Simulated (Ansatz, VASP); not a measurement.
# RbZnH3: VASP beside Ansatz, part 3 of 3

Aim: how closely do two programs agree when they are given the same cell, functional and k mesh? The cell is generated by rule, not measured, and may not be a known phase. The cell is taken from a series of runs on this material, whose earlier steps may have relaxed, scaled, displaced or heated it; both programs get it as it stands.

VASP 6.6.1 and Ansatz 0.2.0.

So far: The starting structure; Ansatz: relaxation of cell and atoms, PBEsol, pair 1; VASP: relaxation of cell and atoms, PBEsol, pair 1; Differences; VASP: relaxation of cell and atoms, PBEsol, pair 2; Ansatz: relaxation of cell and atoms, PBEsol, pair 2.

## Step 7: Side by side

Compared:

```tsv
quantity	Ansatz	VASP	difference
volume (Å³)	159.47	159.52	-0.03 %
edge a after relaxation, in the typed setting (Å)	5.368	5.367	+0.02 %
edge b after relaxation, in the typed setting (Å)	5.777	5.778	-0.01 %
edge c after relaxation, in the typed setting (Å)	5.142	5.144	-0.05 %
```

## Step 8: Ansatz: relaxation of cell and atoms, PBEsol, pair 3

The relaxed volume is the usual yardstick between codes: in a stiff, nearly cubic crystal its relative difference is about their pressure difference at one cell divided by the bulk modulus. Its start cell is another than that of the pair before, and may be another structure of the material.

The cell is taken from a series of runs on this material, whose earlier steps may have relaxed, scaled, displaced or heated it; both programs get it as it stands.

input.yaml

```yaml
crystal:
  lattice:
    - [5.7144655848, 0.0, 0.0]
    - [0.0, 4.7896662081, 0.0]
    - [-2.6225484302, 0.0, 6.0978403784]
  atoms:
    - { symbol: Rb, position: [0.1470663663, 0.5069953191, 0.2831887726] }
    - { symbol: Rb, position: [0.8529336337, 0.0069953191, 0.7168112274] }
    - { symbol: Zn, position: [0.4234440966, 0.4635378929, 0.8558815915] }
    - { symbol: Zn, position: [0.5765559034, 0.9635378929, 0.1441184085] }
    - { symbol: H, position: [0.4407958595, 0.103283398, 0.892976179] }
    - { symbol: H, position: [0.8797076666, 0.013201773, 0.2542639863] }
    - { symbol: H, position: [0.5592041405, 0.603283398, 0.107023821] }
    - { symbol: H, position: [0.5874041433, 0.5114552422, 0.7103683928] }
    - { symbol: H, position: [0.1202923334, 0.513201773, 0.7457360137] }
    - { symbol: H, position: [0.4125958567, 0.0114552422, 0.2896316072] }
kpoints:
  mp_grid: { grid: [4, 4, 4] }
hamiltonian:
  xc: pbesol
  pseudopotentials: { kind: paw, azcp: { folder: soft_1 }, xc_functional: pbe }
scf:
  occupations: { method: fixed }
output:
  forces: true
  stress: true
  eigenvalues: true
relax:
  adjacent_minimum: "off"
  f_tol: 0.001
  max_steps: 60
  cell: { stress_tol: 0.01 }
```

Command:

```console
ansatz run input.yaml --threads 4 --pin off --max-ram 16384MiB --backend cpu --events-out ev --progress --plain --runs-dir out
```

Numbers of over 12 decimals in the logs are rounded to 6 here.

Output:

```text
[...]
Crystal: 10 atoms, lattice volume = 166.900 Å³
Basis set: ecut = 420 eV, 3261 PW (Γ), exchange–correlation on 80×72×90 points (8 copies of the dense FFT grid, shifted against one another)
Bands: 34, of which v1, the nominal top of the filled ones, is band 24 counted from 1 (23 counted from 0)
Symmetry: 2 space group operations
[...]
k-points: 30 of 64 (time reversal used)
[...]
- { symbol: Zn, position: [0.576556, 0.963538, 0.1441184085] }
    - { symbol: H, position: [0.440796, 0.103283, 0.892976179] }
    - { symbol: H, position: [0.8797076666, 0.013202, 0.2542639863] }
    - { symbol: H, position: [0.5592041405, 0.603283, 0.107023821] }
    - { symbol: H, position: [0.587404, 0.511455, 0.7103683928] }
    - { symbol: H, position: [0.120292, 0.513201773, 0.7457360137] }
    - { symbol: H, position: [0.4125958567, 0.011455, 0.2896316072] }
[key lines of the parts left out:]
SCF converged after 6 iterations
Free energy (F): -13091.310229 eV
Fermi energy:    2.127022 eV
P = ⅓ Tr σ = 0.0002 GPa (0.002 kbar)
```

## Step 9: VASP: relaxation of cell and atoms, PBEsol, pair 3

The same cell, functional and mesh now go to VASP, with its own data sets.

INCAR

```
SYSTEM = RbZnH3
PREC = Accurate
ENCUT = 500
EDIFF = 1E-07
NELM = 120
ISMEAR = 0
SIGMA = 0.01
LREAL = .FALSE.
ALGO = Normal
GGA = PS
NBANDS = 34
LORBIT = 11
LWAVE = .FALSE.
LCHARG = .FALSE.
ISIF = 3
IBRION = 2
NSW = 80
EDIFFG = -0.005
LASPH = .TRUE.
GGA_COMPAT = .FALSE.
NELMIN = 4
EFERMI = MIDGAP
KPAR = 2
```

POSCAR

```
RbZnH3
1.0
    5.7144660000      0.0000000000      0.0000000000
    0.0000000000      4.7896660000      0.0000000000
   -2.6225480000      0.0000000000      6.0978400000
Rb Zn H
2 2 6
Direct
    0.1470662743      0.5069952686      0.2831888013
    0.8529335507      0.0069952686      0.7168111987
    0.4234440374      0.4635379586      0.8558815909
    0.5765557877      0.9635379586      0.1441184091
    0.4407956843      0.1032834022      0.8929762014
    0.8797076513      0.0132017556      0.2542639689
    0.5592041407      0.6032834022      0.1070237986
    0.5874040188      0.5114552873      0.7103684255
    0.1202923487      0.5132017556      0.7457360311
    0.4125958062      0.0114552873      0.2896315745
```

KPOINTS

```
Automatic mesh
0
Gamma
4 4 4
0 0 0
```

Potentials, in the order of the species: Rb_sv, Zn and H (PBE family, release 64).

Command:

```console
mpirun -np 2 vasp_std
```

Output:

```text
[... set-up lines as in an earlier step ...]
 entering main loop
       N       E                     dE             d eps       ncg     rms          rms(c)
DAV:   1     0.331235228196E+03    0.33124E+03   -0.20404E+04  2040   0.137E+03
DAV:   2     0.859759473810E+01   -0.32264E+03   -0.30092E+03  2154   0.322E+02
DAV:   3    -0.262082703730E+02   -0.34806E+02   -0.34576E+02  2498   0.114E+02
DAV:   4    -0.289387555674E+02   -0.27305E+01   -0.27250E+01  3174   0.201E+01
[...]
DAV:  15    -0.265627641905E+02   -0.25048E-06   -0.19282E-06  2488   0.116E-02    0.160E-03
DAV:  16    -0.265627644086E+02   -0.21804E-06   -0.51756E-07  1928   0.380E-03    0.134E-03
DAV:  17    -0.265627644133E+02   -0.47303E-08   -0.84770E-08  1848   0.158E-03
   1 F= -.26562764E+02 E0= -.26562764E+02  d E =-.265628E+02
[... from here on, the cycles between the ionic steps are left out ...]
   2 F= -.26562828E+02 E0= -.26562828E+02  d E =-.634263E-04
   3 F= -.26562844E+02 E0= -.26562844E+02  d E =-.798223E-04
   4 F= -.26562878E+02 E0= -.26562878E+02  d E =-.336594E-04
   5 F= -.26562900E+02 E0= -.26562900E+02  d E =-.561077E-04
   6 F= -.26562920E+02 E0= -.26562920E+02  d E =-.196341E-04
   7 F= -.26562938E+02 E0= -.26562938E+02  d E =-.374411E-04
   8 F= -.26562936E+02 E0= -.26562936E+02  d E =-.360340E-04
   9 F= -.26562938E+02 E0= -.26562938E+02  d E =-.372593E-04
  10 F= -.26562949E+02 E0= -.26562949E+02  d E =-.114332E-04
 trial-energy change:   -0.000011  1 .order   -0.000012   -0.000016   -0.000007
 step:   1.8882(harm=  1.8882)  dis= 0.00060  next Energy=   -26.562952 (dE=-0.148E-04)
 reached required accuracy - stopping structural energy minimisation
```

From OUTCAR (step 9):

```text
  Total        0.0044256     -0.0014804     -0.0039130      0.0000000      0.0000000      0.0018625
  in kB        0.0425899     -0.0142472     -0.0376571      0.0000000      0.0000000      0.0179244
  external PRESSURE =      -0.0031048 kB  Pullay stress =       0.0000000 kB

 POSITION                                       TOTAL-FORCE (eV/Angst)
 -----------------------------------------------------------------------------------
      0.09708      2.42877      1.72451        -0.001326      0.001029     -0.002537
      2.99124      0.03415      4.36454         0.001326      0.001029      0.002537
      0.17484      2.22048      5.20966         0.000027     -0.003424      0.002730
      2.91348      4.61510      0.87940        -0.000027     -0.003424     -0.002730
      0.17595      0.49088      5.43309        -0.000308      0.002555     -0.001826
      4.35878      0.06451      1.55010        -0.002215     -0.000061      0.000287
      2.91237      2.88549      0.65596         0.000308      0.002555      0.001826
      1.49505      2.45081      4.32278        -0.000991     -0.000099      0.000671
     -1.27046      2.45913      4.53895         0.002215     -0.000061     -0.000287
      1.59327      0.05620      1.76628         0.000991     -0.000099     -0.000671
 -----------------------------------------------------------------------------------
    total drift:                                0.000919     -0.003018      0.000070

  FREE ENERGIE OF THE ION-ELECTRON SYSTEM (eV)
  ---------------------------------------------------
  free  energy   TOTEN  =       -26.5629490359 eV

  energy  without entropy=      -26.5629490359  energy(sigma->0) =      -26.56294904

[... 1 part as in an earlier step ...]

[... 3 further parts left out ...]
[key lines of the parts left out:]
E-fermi :   0.2635
```

The run keeps the 2 symmetry operations of its start, so it cannot find a distortion of lower symmetry.

## Step 10: Side by side

Compared:

```tsv
quantity	Ansatz	VASP	difference
volume (Å³)	166.90	166.48	+0.25 %
edge a after relaxation, in the typed setting (Å)	5.715	5.709	+0.10 %
edge b after relaxation, in the typed setting (Å)	4.790	4.789	+0.01 %
edge c after relaxation, in the typed setting (Å)	6.638	6.629	+0.13 %
```

## Step 11: What came out

```
difference in volume (relaxation of cell and atoms, PBEsol, pair 1)                                        : -0.062 %
difference in edge c after relaxation, in the typed setting (relaxation of cell and atoms, PBEsol, pair 2) : -0.051 %
difference in volume (relaxation of cell and atoms, PBEsol, pair 3)                                        : 0.25 %
```

What this shows: The difference in volume is 0.25 % (relaxation of cell and atoms, PBEsol, pair 3), within the 1.2 % picked in this series as the mark of a large difference, as far as the stopping tolerances let one tell. 5 further runs of this series are not shown here. How closely two codes agree says nothing of how well the functional describes the real material.

[Lines on the potential files, build, host, timing and source positions are cut from VASP's logs without a mark.]

[Logs are printed without paths, hosts, clocks, repeated set-up lines and the standing remarks that a program may print on its own settings, such as how far it seeks lower states.]

[Hosts, paths, dates, database ids (printed as entryN), source tags and the programs' standing remarks are cut or masked in the printed files.]
